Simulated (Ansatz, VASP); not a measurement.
## W4O (O/W(110)): VASP beside Ansatz

Aim: how closely do two programs agree when they are given the same cell, functional and k mesh? Of the first pair: The structure shown is the start of the Ansatz relaxation below; VASP solves that cell, so the two are compared at the walk's first step.

Program: Ansatz 0.2.0. Level of theory: plane waves, with VASP 6.6.1 beside it; PBE. Results are calculated unless marked as measured.

**1. Starting point**

The cell holds 5 atoms: 4 W and 1 O. Cell: a = 2.737 Å, b = 2.737 Å, c = 26.490 Å, α = 90.0°, β = 90.0°, γ = 70.5°. Vacuum lies along c.

As a file:

```cif
data_structure
_symmetry_space_group_name_H-M 'P 1'
_symmetry_Int_Tables_number 1
_cell_length_a 2.7366
_cell_length_b 2.7366
_cell_length_c 26.4896
_cell_angle_alpha 90.000
_cell_angle_beta 90.000
_cell_angle_gamma 70.529
_cell_volume 187.04
loop_
_atom_site_label
_atom_site_type_symbol
_atom_site_fract_x
_atom_site_fract_y
_atom_site_fract_z
_atom_site_occupancy
W1 W 0.00000 0.00000 0.33976 1
W2 W 0.50000 0.50000 0.42411 1
W3 W 0.00000 0.00000 0.50989 1
W4 W 0.50000 0.50000 0.59265 1
O5 O 0.84000 0.84000 0.66024 1
```

**2. Ansatz: relaxation, PBE**

Ansatz runs on its default PAW (the set named soft_2) files.

The two programs are compared at the cell with which this relaxation starts, whose forces are those of its first step.

The input, input.yaml:

```yaml
crystal:
  lattice:
    - [2.2344574285, -1.58, 0.0]
    - [2.2344574285, 1.58, 0.0]
    - [0.0, 0.0, 26.4895793065]
  atoms:
    - { symbol: W, position: [0.0, 0.0, 0.3397562451] }
    - { symbol: W, position: [0.5, 0.5, 0.4241085636] }
    - { symbol: W, position: [0.0, 0.0, 0.5098907966] }
    - { symbol: W, position: [0.5, 0.5, 0.5926466932] }
    - { symbol: O, position: [0.84, 0.84, 0.6602437549] }
kpoints:
  mp_grid: { grid: [12, 12, 1] }
hamiltonian:
  xc: pbe
scf:
  occupations: { method: fermi_dirac, width: 0.1 }
  convergence: { dr2_threshold: 1.0e-08 }
efield:
  axis: 3
  dipole_correction: true
  ramp_position: 0.97
  ramp_width: 0.06
relax:
  f_tol: 0.02
  max_steps: 60
  constraints: [{ sites: [0, 1] }]
output:
  write_potential: true
  write_density: true
  volumetric_format: npy
```

The run is started by

```console
$ ansatz run input.yaml --threads 4 --pin off --max-ram 6144MiB --backend cpu --events-out ev --progress --plain --runs-dir out
```

Numbers of over 12 decimals in the logs are rounded to 6 here.

The log of the run:

```text
Engine: ansatz 0.2.0, aarch64-unknown-linux-gnu
Pseudopotentials: kind: paw
Pseudopotential: W, paw, valence charge 14, recommended cutoff 420 eV (normal), W.paw.azcp
Pseudopotential: O, paw, valence charge 6, recommended cutoff 420 eV (normal), O.paw.azcp
Functional definition: PBE
  parameter kappa = 0.804
  parameter beta = 0.066725
  exchange = pbe_x(kappa = kappa, mu = beta*pi^2/3)
  correlation = pbe_c(beta = beta)
Crystal: 5 atoms, lattice volume = 187.040 Å³
Basis set: ecut = 420 eV, 3707 PW (Γ), exchange–correlation on 40×40×360 points (8 copies of the dense FFT grid, shifted against one another)
Bands: 38, of which v1, the nominal top of the filled ones, is band 31 counted from 1 (30 counted from 0)
Symmetry: 2 space group operations
Space group: Cm (ITA 8), of the structure as read, at distance tolerance 5.7e-5 Å
k-points: 43 of 144 (time reversal used)
Non-local potential: W, projectors of the file, l = 0: 3, l = 1: 2, l = 2: 2, l = 3: 1
Non-local potential: O, projectors of the file, l = 0: 2, l = 1: 2, l = 2: 1
PAW form: soft (Blöchl's): semilocal exchange-correlation on the pseudo side does not see the compensation charge
PAW one-centre angular grid: W, 590 points (default); XC on 64 Gauss nodes
PAW one-centre angular grid: O, 110 points (default); XC on 64 Gauss nodes
Initial density: superposition of atomic densities (neutral atoms: chi_scale 0, normalization atom), corrected by the library's trained network
Initial wavefunctions: pseudopotential atomic-orbital guess
Functional: x = pbe(κ = 0.804, μ = 0.219515), c = pbe(β = 0.066725)
SCF iter   1: F=—  HF=-42102.945473 eV  |F-HF|=—  |Δ(HF+E_count)|=         —  Δρ=8.16e-3  dr2=1.59e0  ethr=1.77e-3  p=-0.147 e·Å  D=-1.42e-1 V/Å  ΔV_dip=3.76 eV  dr2_dipole=2.34e-1  V_vac-E_F(+/−)=8.83/5.07 eV  ⟨swp⟩=8.7  Hψ=8345  notcnv=0
efield: sawtooth ramp at fractional position 0.9700 (set: `efield.ramp_position`, or a place that a band, a saddle search or an elastic batch's reference lends), width 0.0600; the density the first Hamiltonian is built on has a dipole p = -0.147 e·Å; the dipole correction subtracts the counter field D = -1.42e-1 V/Å, which shifts the + side's vacuum level by +3.76 eV against the − side's; the planar-averaged density in the ramp window peaks in size at 1.4e-5 e/Å³
preconditioner: auto → LDOS  [metal: Δε(μ)=0.045 eV  Ē_g=5.751 eV  σ=0.100 eV  W_gap=0.11  n_scr=18 (ndim 8)  ℏωp=14.9 eV  f_vac=0.560  D(μ)=2.72/eV (n_scr^D=12)  β→1.0]
SCF iter   2: F=—  HF=-42102.897037 eV  |F-HF|=—  |Δ(HF+E_count)|=   4.84e-2  Δρ=3.54e-3  dr2=1.79e-1  ethr=1.77e-3  p=-0.139 e·Å  D=-1.35e-1 V/Å  ΔV_dip=3.57 eV  dr2_dipole=5.26e-3  V_vac-E_F(+/−)=8.43/4.86 eV  ⟨swp⟩=2.0  Hψ=2203  notcnv=0
SCF iter   3: F=—  HF=-42102.886162 eV  |F-HF|=—  |Δ(HF+E_count)|=   1.09e-2  Δρ=9.53e-4  dr2=4.64e-3  ethr=2.88e-4  p=-0.140 e·Å  D=-1.36e-1 V/Å  ΔV_dip=3.60 eV  dr2_dipole=1.79e-4  V_vac-E_F(+/−)=8.47/4.88 eV  ⟨swp⟩=2.3  Hψ=2257  notcnv=0
SCF iter   4: F=—  HF=-42102.886208 eV  |F-HF|=—  |Δ(HF+E_count)|=   4.59e-5  Δρ=2.21e-4  dr2=2.65e-4  ethr=7.49e-6  p=-0.140 e·Å  D=-1.36e-1 V/Å  ΔV_dip=3.60 eV  dr2_dipole=1.54e-5  V_vac-E_F(+/−)=8.48/4.88 eV  ⟨swp⟩=2.6  Hψ=2647  notcnv=0
SCF iter   5: F=—  HF=-42102.886247 eV  |F-HF|=—  |Δ(HF+E_count)|=   3.90e-5  Δρ=7.30e-5  dr2=1.51e-5  ethr=4.28e-7  p=-0.140 e·Å  D=-1.35e-1 V/Å  ΔV_dip=3.59 eV  dr2_dipole=3.10e-6  V_vac-E_F(+/−)=8.47/4.88 eV  ⟨swp⟩=2.3  Hψ=2739  notcnv=0
SCF iter   6: F=—  HF=-42102.886235 eV  |F-HF|=—  |Δ(HF+E_count)|=   1.17e-5  Δρ=2.74e-5  dr2=2.03e-6  ethr=2.43e-8  p=-0.140 e·Å  D=-1.35e-1 V/Å  ΔV_dip=3.59 eV  dr2_dipole=6.41e-8  V_vac-E_F(+/−)=8.47/4.88 eV  ⟨swp⟩=2.7  Hψ=2795  notcnv=0
SCF iter   7: F=—  HF=-42102.886314 eV  |F-HF|=—  |Δ(HF+E_count)|=   7.86e-5  Δρ=7.66e-6  dr2=1.38e-7  ethr=3.28e-9  p=-0.140 e·Å  D=-1.35e-1 V/Å  ΔV_dip=3.59 eV  dr2_dipole=4.76e-10  V_vac-E_F(+/−)=8.47/4.88 eV  ⟨swp⟩=2.7  Hψ=2713  notcnv=0
SCF iter   8: F=—  HF=-42102.886314 eV  |F-HF|=—  |Δ(HF+E_count)|=   1.64e-7  Δρ=2.44e-6  dr2=1.41e-8  ethr=1.61e-11  p=-0.140 e·Å  D=-1.35e-1 V/Å  ΔV_dip=3.59 eV  dr2_dipole=1.42e-9  V_vac-E_F(+/−)=8.47/4.88 eV  ⟨swp⟩=12.9  Hψ=14234  notcnv=0
SCF iter   9: F=-42102.886314 eV  HF=-42102.886314 eV  |F-HF|=4.50e-9  |Δ(HF+E_count)|=   4.44e-8  Δρ=6.00e-7  dr2=7.38e-10  ethr=1.61e-11  p=-0.140 e·Å  D=-1.35e-1 V/Å  ΔV_dip=3.59 eV  dr2_dipole=4.04e-13  V_vac-E_F(+/−)=8.47/4.88 eV  ⟨swp⟩=11.1  Hψ=12223  notcnv=0
SCF 1 converged in 9 iterations: F = -42102.886314 eV  dr2 = 7.38e-10
  greatest PAW one-centre occupation: 1.000 electrons in one spin orbital (limit 2), on the W atom at site 0 (counted from 0), in its partial waves of l = 0
relax step   1: F+E_penalty+E_count = -42102.88631405 eV  Δ(F+E_penalty+E_count) = +0.000e0 eV  max|allowed force component| = 6.592e0 eV/Å  Δτ_max = 0.0000 Å  (9 SCF iters, accepted)
[...]
relax step   5: F+E_penalty+E_count = -42105.26334837 eV  Δ(F+E_penalty+E_count) = -1.783e-2 eV  max|allowed force component| = 5.312e-2 eV/Å  Δτ_max = 0.0557 Å  (7 SCF iters, accepted)
[...]
relax step   6: F+E_penalty+E_count = -42105.26399209 eV  Δ(F+E_penalty+E_count) = -6.437e-4 eV  max|allowed force component| = 1.089e-2 eV/Å  Δτ_max = 0.0265 Å  (7 SCF iters, accepted)
NSCF: frozen V_eff on 43 k-points
the band table was solved once a step of the walk had ended and its energy, with any forces and stress, was formed, with the checks that follow a solve (7832 applications of the Hamiltonian). They found nothing against the state; the energy, forces and stress were not computed again (output.eigenvalues in the input reference)
WARN: The input density's exchange-correlation potential varies sharply where the density is thin. Do not read a vacuum level from v_tot or v_xc, or from such a field of the output density. On a cell that repeats whose density bears no net charge and no dipole along the vacuum's axis use v_es (v_loc + v_h of the components); under efield.dipole_correction with no amplitude use v_es + v_field, which holds any external [...]
SCF converged after 7 iterations
Free energy (F): -42105.263992 eV
Harris-Foulkes:  -42105.263992 eV  (|F-HF|=4.10e-9)
Internal energy: -42105.189468 eV  (E = F + TS)
E sigma→0 (E₀):  -42105.226730 eV
Entropy (-TS):   -0.074524 eV (-14.905 meV/atom)
Fermi energy:    4.493416 eV
Dipole field:    D = -0.056543 V/Å  (p = -0.058445 e·Å, saw-weighted, corrected)
Work function:   Φ+ = 6.3777 eV   Φ− = 4.8799 eV
Levels:          The Fermi level and band energies are counted from a zero that moves with the ramp; work functions are not
--- Per-component energies (eV) ---
  E_band       = -1375.166299
  E_kinetic    = 1970.991366
  E_local      = -90419.865435  (includes V_loc(G=0)·N_el)
  E_nonlocal   = 50.251638
  E_hartree    = 44302.847112
  E_xc         = -1139.022540
  E_vxc        = -1045.948388  (∫ρ·V_xc dr)
  E_paw        = -34407.392901  (= ΣΔE_a)
  E_vpaw       = -534.823522  (= ΣTr[D̂ρ^β])
  E_aug_tail   = 0.002164  (compensation charges beyond the density's cutoff)
  E_efield     = 0.001652  (sawtooth field / dipole correction)
  E_vefield    = -1.466156  (∫n·V_field dr)
  E_ewald      = 37536.997476
  E_smearing   = -0.074524  (= −TS)
  E_closure    = -0.000000  (closes the sum)
  Σ components = -42105.263992   (vs F -42105.263992, Δ=0.00e0)
--- Forces (eV/Å), atoms counted from 1 ---
  atom   1  W     -0.00953578     0.00000000     0.44485510
  atom   2  W      0.00968944     0.00000000    -0.44772882
  atom   3  W     -0.00354499     0.00000000    -0.00280521
  atom   4  W      0.00340100     0.00000000     0.01088735
  atom   5  O     -0.00002064     0.00000000    -0.00520188
  max |Σ_I F_I| component: 1.10e-5 eV/Å
--- Band table (eV; the first three rows and the last of 43) ---
  k-point 0: bands = [... 27 lower, 2.9804, 3.1045, 3.1576, 3.9422, 4.2279, 4.6060, 5.8507, 6.1735, ... 3 higher]
  k-point 1: bands = [... 27 lower, 2.8211, 2.9875, 3.3345, 3.7779, 4.2334, 4.5312, 5.7877, 6.0948, ... 3 higher]
  k-point 2: bands = [... 27 lower, 2.6551, 2.7386, 3.2895, 3.4914, 4.2407, 4.9875, 5.6895, 6.0587, ... 3 higher]
  k-point 42: bands = [... 27 lower, 3.3584, 3.6908, 4.8700, 5.7246, 5.8765, 6.1700, 6.3966, 8.6192, ... 3 higher]
--- Relaxed structure (6 steps of the walk, 6 accepted, 0 SCFs on fresh bases) ---
  F+E_penalty+E_count = -42105.26399209 eV   max|allowed force component| = 1.089e-2 eV/Å
  atoms:
    - { symbol: W, position: [0.0, 0.0, 0.339756] }
    - { symbol: W, position: [0.500000, 0.500000, 0.4241085636] }
    - { symbol: W, position: [0.00645781, 0.00645781, 0.510201] }
    - { symbol: W, position: [0.525686, 0.525686, 0.595412] }
    - { symbol: O, position: [0.884924, 0.884924, 0.641039] }
```

Reading the cycles: dr2 is the Hartree energy of the density residual (eV), the measure of convergence; HF is the Harris–Foulkes estimate of the energy, which meets the free energy F at convergence.

**3. VASP: single point, PBE, start cell, pair 1**

The same cell, functional, mesh and smearing now go to VASP, with its own data sets.

Lines of VASP's logs that name or quote its potential files are left out, and so is its time.

The input, INCAR:

```
SYSTEM = W4O
PREC = Accurate
ENCUT = 520
EDIFF = 1E-06
NELM = 120
ISMEAR = -1
SIGMA = 0.1
LREAL = .FALSE.
ALGO = Normal
GGA = PE
NBANDS = 21
LASPH = .TRUE.
LORBIT = 11
LWAVE = .FALSE.
LCHARG = .FALSE.
ISIF = 2
LDIPOL = .TRUE.
IDIPOL = 3
DIPOL = 0.5 0.5 0.506
LVHAR = .TRUE.
GGA_COMPAT = .FALSE.
NELMDL = -8
KPAR = 2
```

The input, POSCAR:

```
W4O
1.0
    2.2344574285     -1.5800000000      0.0000000000
    2.2344574285      1.5800000000      0.0000000000
    0.0000000000      0.0000000000     26.4895793065
W O
4 1
Direct
    0.0000000000      0.0000000000      0.3397562451
    0.4999999041      0.4999999041      0.4241085474
    0.0000000000      0.0000000000      0.5098908081
    0.4999999041      0.4999999041      0.5926467090
    0.8399998926      0.8399998926      0.6602437433
```

The input, KPOINTS:

```
Automatic mesh
0
Gamma
12 12 1
0 0 0
```

Potentials, in the order of the species: W and O (PBE family, release 64).

The run is started by

```console
$ mpirun -np 2 vasp_std
```

The log of the run:

```text
[banner, memory and clock lines left out]
running    2 mpi-ranks, on    1 nodes
 distrk:  each k-point on    1 cores,    2 groups
 distr:  one band on    1 cores,    1 groups

 POSCAR found type information on POSCAR W O
 POSCAR found :  2 types and       5 ions
 LDA part: xc-table for (Slater+PW92), standard interpolation
 POSCAR, INCAR and KPOINTS ok, starting setup
 FFT: planning ... GRIDC
 FFT: planning ... GRID_SOFT
 FFT: planning ... GRID
 WAVECAR not read
 entering main loop
       N       E                     dE             d eps       ncg     rms          rms(c)
DAV:   1     0.182973811540E+03    0.18297E+03   -0.11814E+04  1806   0.115E+03
DAV:   2    -0.383450218779E+02   -0.22132E+03   -0.21160E+03  2714   0.271E+02
DAV:   3    -0.601428262713E+02   -0.21798E+02   -0.20877E+02  2271   0.827E+01
DAV:   4    -0.611511025571E+02   -0.10083E+01   -0.99449E+00  2944   0.168E+01
DAV:   5    -0.611770632266E+02   -0.25961E-01   -0.25729E-01  2627   0.226E+00
DAV:   6    -0.611779520019E+02   -0.88878E-03   -0.88603E-03  3063   0.346E-01
DAV:   7    -0.611780021070E+02   -0.50105E-04   -0.50007E-04  2628   0.459E-02
DAV:   8    -0.611780069378E+02   -0.48309E-05   -0.48246E-05  2652   0.768E-03    0.390E+01
DAV:   9    -0.893708527697E+02   -0.28193E+02   -0.17354E+02  3491   0.648E+01    0.380E+01
DAV:  10    -0.154317478657E+03   -0.64947E+02   -0.17346E+03  3529   0.122E+02    0.421E+01
DAV:  11    -0.609857203903E+02    0.93332E+02   -0.45457E+02  2894   0.973E+01    0.189E+01
DAV:  12    -0.628320241495E+02   -0.18463E+01   -0.12352E+02  2847   0.467E+01    0.154E+01
DAV:  13    -0.604127095715E+02    0.24193E+01   -0.27886E+01  2736   0.281E+01    0.120E+01
DAV:  14    -0.584078186344E+02    0.20049E+01   -0.60185E+00  2703   0.125E+01    0.931E+00
[...]
DAV:  36    -0.556789197546E+02    0.44973E-03   -0.12502E-03  2348   0.225E-01    0.384E-01
DAV:  37    -0.556789907269E+02   -0.70972E-04   -0.43097E-04  3002   0.112E-01    0.277E-01
DAV:  38    -0.556790524682E+02   -0.61741E-04   -0.33014E-04  2126   0.109E-01    0.152E-01
DAV:  39    -0.556789234115E+02    0.12906E-03   -0.17773E-04  2900   0.821E-02    0.967E-02
DAV:  40    -0.556788802773E+02    0.43134E-04   -0.85905E-05  3194   0.493E-02    0.828E-02
DAV:  41    -0.556788659223E+02    0.14355E-04   -0.35572E-05  2722   0.343E-02    0.554E-02
DAV:  42    -0.556788626571E+02    0.32651E-05   -0.40519E-05  2948   0.352E-02    0.323E-02
DAV:  43    -0.556788621365E+02    0.52067E-06   -0.74705E-06  2221   0.175E-02
   1 F= -.55678862E+02 E0= -.55633274E+02  d E =-.911759E-01
```

From OUTCAR (step 3):

```text
ion  position               nearest neighbor table
   1  0.000  0.000  0.340-   2 2.74   2 2.74   2 3.16   2 3.16
   2  0.500  0.500  0.424-   1 2.74   1 2.74   3 2.77   3 2.77   1 3.16   1 3.16   3 3.19   3 3.19

  LATTYP: Found a base centered orthorhombic cell.
 ALAT       =     3.1600000000
 B/A-ratio  =     1.4142135623
 C/A-ratio  =     8.3827782616

 Subroutine GETGRP returns: Found  2 space group operations
 (whereof  2 operations were pure point group operations)

The static configuration has the point symmetry C_1h.

 Found     43 irreducible k-points:

   k-points           NKPTS =     43   k-points in BZ     NKDIM =     43   number of bands    NBANDS=     21

   dimension x,y,z NGX =    20 NGY =   20 NGZ =  200
   dimension x,y,z NGXF=    40 NGYF=   40 NGZF=  400

   ENCUT  =  520.0 eV  38.22 Ry    6.18 a.u.   5.09  5.09 49.25*2*pi/ulx,y,z

   NELECT =      30.0000    total number of electrons

 k-points in reciprocal lattice and weights: Automatic mesh
   0.00000000  0.00000000  0.00000000       0.007
   0.08333333 -0.00000000  0.00000000       0.028
   0.16666667 -0.00000000  0.00000000       0.028
   0.25000000 -0.00000000  0.00000000       0.028
   0.33333333 -0.00000000  0.00000000       0.028
   0.41666667 -0.00000000  0.00000000       0.028
   0.50000000 -0.00000000  0.00000000       0.014
   0.08333333  0.08333333  0.00000000       0.014
   0.16666667  0.08333333  0.00000000       0.028
[...]
-0.41666667  0.41666667  0.00000000       0.014
   0.50000000  0.50000000  0.00000000       0.007

 dipolmoment           0.000000      0.000000      0.140329 electrons x Angstroem

 average (electrostatic) potential at core
       1 -47.1129       2 -47.2197       3 -47.1010       4 -47.6528       5 -76.2954

 E-fermi :  -1.4500

 k-point     1 :       0.0000    0.0000    0.0000
  band No.  band energies     occupation
    ...
     12      -2.8325      2.00000
     13      -2.5763      1.99997
     14      -2.2265      1.99915
     15      -1.6485      1.75849
     16      -1.5141      1.31014
     17      -1.2574      0.25449
     18      -0.5329      0.00021
     19       0.2366      0.00000
     20       0.4594      0.00000
     21       0.5738      0.00000

 k-point     2 :       0.0833   -0.0000    0.0000
  band No.  band energies     occupation
    ...
     13      -2.5707      1.99997
     14      -2.1899      1.99878
     15      -1.7729      1.92384
     16      -1.6249      1.70378
     17      -1.3793      0.66071
     18      -0.3746      0.00004
     19       0.0553      0.00000
     20       0.2714      0.00000
     21       0.5076      0.00000

 k-point     3 :       0.1667   -0.0000    0.0000
  band No.  band energies     occupation
    ...
     12      -3.1463      2.00000
     13      -2.6902      1.99999
     14      -2.4139      1.99987
     15      -1.8723      1.97113
     16      -1.6622      1.78617
     17      -1.1551      0.09965
     18      -0.1265      0.00000
     19      -0.0017      0.00000
     20       0.1462      0.00000
     21       0.3892      0.00000

  Total       -1.3027228     -4.9549196    -11.9553068      0.0000000      0.0000000     -0.2991965
  in kB      -11.1590795    -42.4436735   -102.4087537      0.0000000      0.0000000     -2.5629070
  external PRESSURE =     -52.0038356 kB  Pullay stress =       0.0000000 kB

  energy-cutoff  :      520.00
  volume of cell :      187.04
      direct lattice vectors                 reciprocal lattice vectors
     2.234457428 -1.580000000  0.000000000     0.223767969 -0.316455696  0.000000000
     2.234457428  1.580000000  0.000000000     0.223767969  0.316455696  0.000000000
     0.000000000  0.000000000 26.489579307     0.000000000  0.000000000  0.037750694

 POSITION                                       TOTAL-FORCE (eV/Angst)
 -----------------------------------------------------------------------------------
      0.00000      0.00000      9.00000        -0.018157      0.000000      0.541180
      2.23446      0.00000     11.23446        -0.037238      0.000000     -0.435329
      0.00000      0.00000     13.50679        -0.110309      0.000000     -0.346293
      2.23446      0.00000     15.69896         0.628373      0.000000      6.365987
      3.75389      0.00000     17.48958        -0.462668      0.000000     -6.125545
 -----------------------------------------------------------------------------------
    total drift:                                0.000833     -0.000000     -0.000445

  FREE ENERGIE OF THE ION-ELECTRON SYSTEM (eV)
  ---------------------------------------------------
  free  energy   TOTEN  =       -55.6788621365 eV

  energy  without entropy=      -55.5876861899  energy(sigma->0) =      -55.63327416

 vacuum level on the upper side and lower side of the slab         7.041         3.445

 total charge
# of ion       s       p       d       tot
------------------------------------------
    1        0.677   0.531   4.039   5.246
    2        0.674   0.703   4.155   5.532
    3        0.680   0.718   4.193   5.591
    4        0.617   0.626   3.982   5.224
    5        1.612   3.104   0.000   4.716
--------------------------------------------------
tot          4.260   5.682  16.368  26.309

[... 3 further parts left out ...]
```

(Continued in part 2 of 2.)

[Lines on the potential files, build, host, timing and source positions are cut from VASP's logs without a mark.]

[Logs are printed without paths, hosts, clocks, repeated set-up lines and the standing remarks that a program may print on its own settings, such as how far it seeks lower states.]

[Hosts, paths, dates, database ids (printed as entryN), source tags and the programs' standing remarks are cut or masked in the printed files.]
